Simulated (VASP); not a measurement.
Level of theory: PBE GGA, VASP's PBE PAW potentials (set 64) (plane waves; VASP).

A VASP calculation is set up with these files.

**KPOINTS**
```
Automatic mesh
0
Gamma
1 1 1
0 0 0
```

INCAR:
```
SYSTEM = Ga31ZnAs32
PREC = Normal
ENCUT = 400
EDIFF = 1E-5
NELM = 100
ALGO = Fast
LREAL = Auto
LASPH = .TRUE.
ISMEAR = 0
SIGMA = 0.05
GGA = PE
LMAXMIX = 4
LWAVE = .TRUE.
LCHARG = .FALSE.
NELMIN = 4
ISYM = 0
NELECT = 264.0
IBRION = 2
ISIF = 2
NSW = 60
EDIFFG = -0.03
```

**POSCAR**
```
Ga31ZnAs32
1.0
 11.5222104216   0.0000000000   0.0000000000
  0.0000000000  11.5222104216   0.0000000000
  0.0000000000   0.0000000000  11.5222104216
Ga As Zn
31 32 1
Cartesian
  5.7611052108   0.0000000000   0.0000000000
  8.6416578162   2.8805526054   0.0000000000
  8.6416578162   0.0000000000   2.8805526054
  0.0000000000   0.0000000000   0.0000000000
  2.8805526054   2.8805526054   0.0000000000
  5.7611052108   5.7611052108   0.0000000000
  8.6416578162   8.6416578162   0.0000000000
  2.8805526054   0.0000000000   2.8805526054
  5.7611052108   2.8805526054   2.8805526054
  8.6416578162   5.7611052108   2.8805526054
  5.7611052108   0.0000000000   5.7611052108
  8.6416578162   2.8805526054   5.7611052108
  8.6416578162   0.0000000000   8.6416578162
  0.0000000000   5.7611052108   0.0000000000
  2.8805526054   8.6416578162   0.0000000000
  0.0000000000   2.8805526054   2.8805526054
  2.8805526054   5.7611052108   2.8805526054
  5.7611052108   8.6416578162   2.8805526054
  0.0000000000   0.0000000000   5.7611052108
  2.8805526054   2.8805526054   5.7611052108
  8.6416578162   8.6416578162   5.7611052108
  2.8805526054   0.0000000000   8.6416578162
  5.7611052108   2.8805526054   8.6416578162
  8.6416578162   5.7611052108   8.6416578162
  0.0000000000   8.6416578162   2.8805526054
  0.0000000000   5.7611052108   5.7611052108
  2.8805526054   8.6416578162   5.7611052108
  0.0000000000   2.8805526054   8.6416578162
  2.8805526054   5.7611052108   8.6416578162
  5.7611052108   8.6416578162   8.6416578162
  0.0000000000   8.6416578162   8.6416578162
  7.2013815135   1.4402763027   1.4402763027
 10.0819341189   4.3208289081   1.4402763027
 10.0819341189   1.4402763027   4.3208289081
  1.4402763027   1.4402763027   1.4402763027
  4.3208289081   4.3208289081   1.4402763027
  7.2013815135   7.2013815135   1.4402763027
 10.0819341189  10.0819341189   1.4402763027
  4.3208289081   1.4402763027   4.3208289081
  7.2061401864   4.3684732482   4.3613409999
 10.0819341189   7.2013815135   4.3208289081
  7.2013815135   1.4402763027   7.2013815135
 10.0819341189   4.3208289081   7.2013815135
 10.0819341189   1.4402763027  10.0819341189
  1.4402763027   7.2013815135   1.4402763027
  4.3208289081  10.0819341189   1.4402763027
  1.4402763027   4.3208289081   4.3208289081
  4.3316136971   7.2208425269   4.3249423372
  7.2013815135  10.0819341189   4.3208289081
  1.4402763027   1.4402763027   7.2013815135
  4.3332037621   4.3685884703   7.2182615518
  7.1771157384   7.1596250229   7.2191141953
 10.0819341189  10.0819341189   7.2013815135
  4.3208289081   1.4402763027  10.0819341189
  7.2013815135   4.3208289081  10.0819341189
 10.0819341189   7.2013815135  10.0819341189
  1.4402763027  10.0819341189   4.3208289081
  1.4402763027   7.2013815135   7.2013815135
  4.3208289081  10.0819341189   7.2013815135
  1.4402763027   4.3208289081  10.0819341189
  4.3208289081   7.2013815135  10.0819341189
  7.2013815135  10.0819341189  10.0819341189
  1.4402763027  10.0819341189  10.0819341189
  5.7556897719   5.7330140618   5.8004305150
```

POTCAR, in this order: Ga As Zn (PBE.64 set). Program: vasp_gam.

Output of the run:

**OSZICAR**
```
       N       E                     dE             d eps       ncg     rms          rms(c)
DAV:   1     0.166817909978E+04    0.16682E+04   -0.95239E+04   330   0.115E+03
DAV:   2    -0.357501267334E+02   -0.17039E+04   -0.16224E+04   410   0.223E+02
DAV:   3    -0.255485674460E+03   -0.21974E+03   -0.21315E+03   383   0.856E+01
DAV:   4    -0.264152561133E+03   -0.86669E+01   -0.85833E+01   388   0.190E+01
DAV:   5    -0.264400620684E+03   -0.24806E+00   -0.24725E+00   428   0.289E+00    0.205E+01
RMM:   6    -0.259853956520E+03    0.45467E+01   -0.78980E+00   330   0.460E+00    0.124E+01
RMM:   7    -0.259143766381E+03    0.71019E+00   -0.10123E+01   330   0.497E+00    0.327E+00
RMM:   8    -0.259124461711E+03    0.19305E-01   -0.10583E+00   337   0.267E+00    0.181E+00
RMM:   9    -0.259083840359E+03    0.40621E-01   -0.55228E-01   330   0.137E+00    0.615E-01
RMM:  10    -0.259073030693E+03    0.10810E-01   -0.44660E-02   333   0.527E-01    0.280E-01
RMM:  11    -0.259077441183E+03   -0.44105E-02   -0.26726E-02   338   0.277E-01    0.214E-01
RMM:  12    -0.259076596864E+03    0.84432E-03   -0.59664E-03   331   0.168E-01    0.289E-02
RMM:  13    -0.259076692623E+03   -0.95759E-04   -0.15231E-03   333   0.662E-02    0.370E-02
RMM:  14    -0.259076715704E+03   -0.23082E-04   -0.28853E-04   348   0.395E-02    0.137E-02
RMM:  15    -0.259076721828E+03   -0.61235E-05   -0.81908E-05   290   0.170E-02
   1 F= -.25907672E+03 E0= -.25903902E+03  d E =-.259077E+03
       N       E                     dE             d eps       ncg     rms          rms(c)
DAV:   1    -0.259133335436E+03   -0.56620E-01   -0.27930E+00   367   0.291E+00    0.443E-01
RMM:   2    -0.259142053514E+03   -0.87181E-02   -0.10304E-01   330   0.589E-01    0.180E-01
RMM:   3    -0.259143253867E+03   -0.12004E-02   -0.14672E-02   342   0.236E-01    0.835E-02
RMM:   4    -0.259143361548E+03   -0.10768E-03   -0.28121E-03   353   0.944E-02    0.518E-02
RMM:   5    -0.259143385460E+03   -0.23911E-04   -0.60760E-04   342   0.494E-02    0.184E-02
RMM:   6    -0.259143398868E+03   -0.13409E-04   -0.14822E-04   321   0.239E-02    0.120E-02
RMM:   7    -0.259143401908E+03   -0.30396E-05   -0.32005E-05   228   0.112E-02
   2 F= -.25914340E+03 E0= -.25910566E+03  d E =-.666801E-01
       N       E                     dE             d eps       ncg     rms          rms(c)
DAV:   1    -0.259152791256E+03   -0.93924E-02   -0.11594E+00   356   0.187E+00    0.287E-01
RMM:   2    -0.259156393719E+03   -0.36025E-02   -0.42800E-02   330   0.385E-01    0.115E-01
RMM:   3    -0.259156874279E+03   -0.48056E-03   -0.60100E-03   337   0.154E-01    0.528E-02
RMM:   4    -0.259156923954E+03   -0.49675E-04   -0.11993E-03   355   0.623E-02    0.328E-02
RMM:   5    -0.259156934328E+03   -0.10374E-04   -0.24817E-04   340   0.323E-02    0.129E-02
RMM:   6    -0.259156939251E+03   -0.49230E-05   -0.53737E-05   257   0.150E-02
   3 F= -.25915694E+03 E0= -.25911920E+03  d E =-.802174E-01
       N       E                     dE             d eps       ncg     rms          rms(c)
DAV:   1    -0.259163033460E+03   -0.60991E-02   -0.32248E-01   372   0.105E+00    0.158E-01
RMM:   2    -0.259164006707E+03   -0.97325E-03   -0.12475E-02   330   0.210E-01    0.549E-02
RMM:   3    -0.259164162362E+03   -0.15565E-03   -0.18896E-03   339   0.850E-02    0.317E-02
RMM:   4    -0.259164166858E+03   -0.44963E-05   -0.30806E-04   340   0.355E-02    0.153E-02
RMM:   5    -0.259164172007E+03   -0.51486E-05   -0.81106E-05   298   0.185E-02
   4 F= -.25916417E+03 E0= -.25912618E+03  d E =-.723276E-02
       N       E                     dE             d eps       ncg     rms          rms(c)
DAV:   1    -0.259165249030E+03   -0.10822E-02   -0.18836E-01   356   0.806E-01    0.121E-01
RMM:   2    -0.259165836305E+03   -0.58728E-03   -0.74158E-03   330   0.163E-01    0.429E-02
RMM:   3    -0.259165936323E+03   -0.10002E-03   -0.11573E-03   341   0.664E-02    0.258E-02
RMM:   4    -0.259165938953E+03   -0.26295E-05   -0.18175E-04   342   0.279E-02    0.123E-02
RMM:   5    -0.259165942208E+03   -0.32553E-05   -0.49311E-05   264   0.146E-02
   5 F= -.25916594E+03 E0= -.25912780E+03  d E =-.900296E-02
       N       E                     dE             d eps       ncg     rms          rms(c)
DAV:   1    -0.259168034658E+03   -0.20957E-02   -0.80872E-02   364   0.535E-01    0.866E-02
RMM:   2    -0.259168245266E+03   -0.21061E-03   -0.30544E-03   330   0.107E-01    0.365E-02
RMM:   3    -0.259168290369E+03   -0.45103E-04   -0.53129E-04   349   0.442E-02    0.192E-02
RMM:   4    -0.259168292243E+03   -0.18739E-05   -0.69289E-05   281   0.184E-02
   6 F= -.25916829E+03 E0= -.25912995E+03  d E =-.235003E-02
       N       E                     dE             d eps       ncg     rms          rms(c)
DAV:   1    -0.259168862418E+03   -0.57205E-03   -0.77539E-02   356   0.524E-01    0.847E-02
RMM:   2    -0.259169066849E+03   -0.20443E-03   -0.29439E-03   330   0.105E-01    0.365E-02
RMM:   3    -0.259169113419E+03   -0.46570E-04   -0.52774E-04   351   0.435E-02    0.198E-02
RMM:   4    -0.259169115495E+03   -0.20765E-05   -0.67064E-05   278   0.183E-02
   7 F= -.25916912E+03 E0= -.25913065E+03  d E =-.317329E-02
       N       E                     dE             d eps       ncg     rms          rms(c)
DAV:   1    -0.259169885651E+03   -0.77223E-03   -0.54353E-02   364   0.437E-01    0.703E-02
RMM:   2    -0.259170034140E+03   -0.14849E-03   -0.20713E-03   330   0.858E-02    0.256E-02
RMM:   3    -0.259170064799E+03   -0.30659E-04   -0.35800E-04   346   0.358E-02    0.144E-02
RMM:   4    -0.259170066354E+03   -0.15551E-05   -0.47624E-05   248   0.147E-02
   8 F= -.25917007E+03 E0= -.25913154E+03  d E =-.950859E-03
       N       E                     dE             d eps       ncg     rms          rms(c)
DAV:   1    -0.259170208592E+03   -0.14379E-03   -0.42931E-02   356   0.387E-01    0.620E-02
RMM:   2    -0.259170327898E+03   -0.11931E-03   -0.16470E-03   330   0.764E-02    0.228E-02
RMM:   3    -0.259170353428E+03   -0.25530E-04   -0.28952E-04   346   0.320E-02    0.131E-02
RMM:   4    -0.259170354666E+03   -0.12380E-05   -0.37811E-05   234   0.132E-02
   9 F= -.25917035E+03 E0= -.25913181E+03  d E =-.123917E-02
```

### OUTCAR
```
------------------------ aborting loop because EDIFF is reached ----------------------------------------
  FORCE on cell =-STRESS in cart. coord.  units (eV):
  Direction    XX          YY          ZZ          XY          YZ          ZX
  --------------------------------------------------------------------------------------
  Total       -7.2999782     -7.3053570     -7.2771165      0.2143385     -0.0260924     -0.1191146
  in kB       -7.6458317     -7.6514655     -7.6218869      0.2244932     -0.0273286     -0.1247579
  external PRESSURE =      -7.6397280 kB  Pullay stress =       0.0000000 kB
  volume of cell :     1529.70
      direct lattice vectors                 reciprocal lattice vectors
    11.522210422  0.000000000  0.000000000     0.086788903  0.000000000  0.000000000
     0.000000000 11.522210422  0.000000000     0.000000000  0.086788903  0.000000000
     0.000000000  0.000000000 11.522210422     0.000000000  0.000000000  0.086788903
  FREE ENERGIE OF THE ION-ELECTRON SYSTEM (eV)
  ---------------------------------------------------
  free  energy   TOTEN  =      -259.1703546663 eV

  energy  without entropy=     -259.0932707424  energy(sigma->0) =     -259.13181270

 reached required accuracy - stopping structural energy minimisation
```
(Selected blocks of OUTCAR.)

File CONTCAR:
```
Ga31ZnAs32
   1.00000000000000
    11.5222104216000005    0.0000000000000000    0.0000000000000000
     0.0000000000000000   11.5222104216000005    0.0000000000000000
     0.0000000000000000    0.0000000000000000   11.5222104216000005
  Ga              As              Zn
    31    32     1
Direct
     0.5000142000164237    0.0001533445998252    0.0003161747544532
     0.7496782564416080    0.2501263180584435    0.0000396962215946
     0.7496574456646331    0.9996909709019380    0.2504809087163181
     0.0000035293477967    0.9999500884175028    0.0000452349211012
     0.2505039881736550    0.2503555433774154    0.0006099423003226
     0.4999749967145529    0.4999484809612615    0.0002658887438715
     0.7496323265238876    0.7496468751051729    0.0003475704092680
     0.2505038332855461    0.0005904638919866    0.2505546762484319
     0.5023172797408876    0.2515554997870311    0.2515311856818535
     0.7489491451095326    0.4979120285485187    0.2513569799188696
     0.4999838447779447    0.0001006505803677    0.5000493648751156
     0.7489007215562359    0.2512463330489669    0.4979359076598827
     0.7496300927468895    0.0003042008199916    0.7496353324711226
     0.9999141797699503    0.4998989236641188    0.0003768494919158
     0.2502203307995461    0.7498002283078944    0.0000117344014605
     0.0004230953854969    0.2503932328045467    0.2504838318955646
     0.2512439531612392    0.5021687183192344    0.2512692586066844
     0.4978994540241521    0.7489473520075671    0.2512373441212780
     0.9998702518661696    0.9999562283847321    0.5001023345761610
     0.2511865317040566    0.2512882299093640    0.5024331499261254
     0.7486910260055246    0.7487714491373636    0.5022913525829107
     0.2502878672486163    0.9997444287975413    0.7497350867060777
     0.4977522637373571    0.2511719874739547    0.7490535262299519
     0.7489891877007421    0.5019782364818939    0.7492030760323426
     0.9996957966213529    0.7497127355922147    0.2505007481008283
     0.0000565077934499    0.4999947843941123    0.5000344201993892
     0.2510982297597440    0.7490505189352071    0.4979223627907797
     0.9998248175532687    0.2501785564902740    0.7497316828865729
     0.2507617100733175    0.4980003744472556    0.7493460996357085
     0.5021432516931851    0.7489788097711656    0.7491963412625277
     0.0001637720772297    0.7497897125677802    0.7496431314161668
     0.6250428401518862    0.1248860717736611    0.1250900245673431
     0.8750987073958133    0.3749515824553994    0.1250582658965990
     0.8751549925093893    0.1249230783008166    0.3749853028702905
     0.1250975280649734    0.1251084973010359    0.1251239139179684
     0.3751932248320972    0.3752471276952327    0.1257926201240483
     0.6248478189986884    0.6248574189290906    0.1257283171287730
     0.8749203617048382    0.8749598777989055    0.1251111655295732
     0.3752810367768202    0.1258074966186861    0.3752918160995782
     0.6238645607824591    0.3764459840987420    0.3763760023622458
     0.8744577004331741    0.6249311651214055    0.3752211843819088
     0.6248055676051291    0.1256900266737493    0.6247939582514780
     0.8745015280549621    0.3751750816693909    0.6249192933716610
     0.8749236842552781    0.1250435248154717    0.8749589029226365
     0.1248116882488236    0.6250372944734469    0.1249980877341074
     0.3750340135315467    0.8752953741024334    0.1250062731195384
     0.1257327971517097    0.3752672100536376    0.3751722885499988
     0.3760504937327224    0.6241275287873654    0.3760714922422793
     0.6247820918814977    0.8744503414987845    0.3751938968314469
     0.1248369004448577    0.1247750082695369    0.6250382329569086
     0.3757443899143485    0.3760265765701177    0.6243855195494109
     0.6240403276472453    0.6241662550112795    0.6243091569133521
     0.8750907778270004    0.8752440362612562    0.6250539592351654
     0.3749339648360565    0.1248240737466341    0.8752893938847505
     0.6249422866999672    0.3750794961598867    0.8746233651077137
     0.8752667325622681    0.6250846914870153    0.8752654102939059
     0.1248684528047868    0.8753361453013302    0.3750168905697306
     0.1256177277186716    0.6249317375484035    0.6248253205993247
     0.3752166028717243    0.8744575506384680    0.6248535515486604
     0.1247758727149781    0.3749087864259490    0.8754265174405008
     0.3750692090303279    0.6249519340278936    0.8746366725984754
     0.6250983465160790    0.8753913240622697    0.8753229868735275
     0.1250554046814001    0.8749698640036443    0.8749312090097442
     0.4997174805444979    0.5001495327344165    0.5006778137327085
```

The cell is charged, with a uniform compensating background. The supercell is sampled at Γ alone, which is coarse: total energies, pressure and levels can be off, energies of defects by several tenths of an eV.

The cell is a supercell with a defect, built from GaAs (zinc blende): Zn_Ga, charge +1. The run is not spin-polarised, so no state with unpaired spins was tried.
